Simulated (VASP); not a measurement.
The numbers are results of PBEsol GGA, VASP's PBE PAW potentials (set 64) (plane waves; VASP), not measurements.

The input files of a VASP run:

INCAR:
```
SYSTEM = Y3Ge
PREC = Accurate
ENCUT = 400
EDIFF = 1E-7
NELM = 100
ALGO = Normal
LREAL = .FALSE.
LASPH = .TRUE.
ISMEAR = 0
SIGMA = 0.05
GGA = PS
LMAXMIX = 4
LWAVE = .FALSE.
LCHARG = .FALSE.
LORBIT = 11
ICHARG = 11
```

POSCAR:
```
Y3Ge
1
   -0.0000000000     3.6672230917     3.6672230917
    3.6672230917     0.0000000000     3.6672230917
    3.6672230917     3.6672230917    -0.0000000000
Ge Y
1 3
Direct
  1.0000000000   1.0000000000   0.0000000000
  0.5000000000   0.5000000000   0.5000000000
  0.2500000000   0.2500000000   0.2500000000
  0.7500000000   0.7500000000   0.7500000000
```

File KPOINTS:
```
k-points along high-symmetry lines
15
Line-mode
Reciprocal
  0.000000   0.000000   0.000000 ! GAMMA
  0.500000   0.000000   0.500000 ! X

  0.500000   0.000000   0.500000 ! X
  0.625000   0.250000   0.625000 ! U

  0.375000   0.375000   0.750000 ! K
  0.000000   0.000000   0.000000 ! GAMMA

  0.000000   0.000000   0.000000 ! GAMMA
  0.500000   0.500000   0.500000 ! L

  0.500000   0.500000   0.500000 ! L
  0.500000   0.250000   0.750000 ! W

  0.500000   0.250000   0.750000 ! W
  0.500000   0.000000   0.500000 ! X
```

POTCAR, in this order: Ge_d Y_sv (PBE.64 set). Program: vasp_std. Read from the step before: CHGCAR.

The run wrote:

**OSZICAR**
```
       N       E                     dE             d eps       ncg     rms          rms(c)
DAV:   1     0.348416251734E+03    0.34842E+03   -0.20370E+04  5732   0.224E+03
DAV:   2     0.239860165508E+02   -0.32443E+03   -0.31656E+03  5160   0.602E+02
DAV:   3    -0.207365356504E+02   -0.44723E+02   -0.42800E+02  7184   0.142E+02
DAV:   4    -0.261539926449E+02   -0.54175E+01   -0.51563E+01  7480   0.383E+01
DAV:   5    -0.263600748256E+02   -0.20608E+00   -0.20260E+00  7348   0.678E+00
DAV:   6    -0.263704209134E+02   -0.10346E-01   -0.92657E-02  7328   0.118E+00
DAV:   7    -0.263708729965E+02   -0.45208E-03   -0.44987E-03  7340   0.193E-01
DAV:   8    -0.263709088539E+02   -0.35857E-04   -0.35814E-04  7492   0.381E-02
DAV:   9    -0.263709103773E+02   -0.15234E-05   -0.15224E-05  6100   0.635E-03
DAV:  10    -0.263709104879E+02   -0.11060E-06   -0.11105E-06  5132   0.162E-03
DAV:  11    -0.263709104932E+02   -0.53087E-08   -0.53002E-08  3868   0.556E-04
   1 F= -.26370910E+02 E0= -.26365623E+02  d E =-.105742E-01
```

### OUTCAR
```
 val. band max:        4.6012275052   @ k =   0.5000   0.1607   0.6607

 cond. band min:       4.6082779517   @ k =   0.5714   0.1429   0.5714



 k-point     1 :       0.0000    0.0000    0.0000
  band No.  band energies     occupation
      1     -37.9496      2.00000
      2     -37.6192      2.00000
      3     -37.6100      2.00000
      4     -19.5426      2.00000
      5     -19.5426      2.00000
      6     -19.5426      2.00000
      7     -19.5228      2.00000
      8     -19.5228      2.00000
      9     -18.1846      2.00000
     10     -18.1846      2.00000
     11     -18.1846      2.00000
     12     -17.8438      2.00000
     13     -17.8438      2.00000
     14     -17.8438      2.00000
     15     -17.4544      2.00000
     16     -17.4544      2.00000
     17     -17.4544      2.00000
     18      -4.1873      2.00000
     19       2.4054      2.00000
     20       2.4054      2.00000
     21       2.4054      2.00000
     22       3.0863      2.00000
     23       3.0863      2.00000
     24       3.7316      2.00000
     25       5.1657      0.00000
     26       5.1657      0.00000
     27       5.1657      0.00000
     28       8.3838      0.00000

 k-point     2 :       0.0357    0.0000    0.0357
  band No.  band energies     occupation
      1     -37.9489      2.00000
      2     -37.6195      2.00000
      3     -37.6105      2.00000
      4     -19.5426      2.00000
      5     -19.5426      2.00000
      6     -19.5425      2.00000
      7     -19.5229      2.00000
      8     -19.5228      2.00000
      9     -18.1884      2.00000
     10     -18.1884      2.00000
     11     -18.1837      2.00000
     12     -17.8407      2.00000
     13     -17.8405      2.00000
     14     -17.8405      2.00000
     15     -17.4591      2.00000
     16     -17.4538      2.00000
     17     -17.4538      2.00000
     18      -4.1760      2.00000
     19       2.2754      2.00000
     20       2.4144      2.00000
     21       2.4144      2.00000
...
```

The density is held fixed in this step, so its total energy and stress have no physical meaning.

The structure was generated: Y3Ge was put into the D03 type (Fm-3m), which need not be its known phase. It was relaxed first, which changed the volume by -30 %. The electron count is odd and the run is not spin-polarised, which forces a metal.
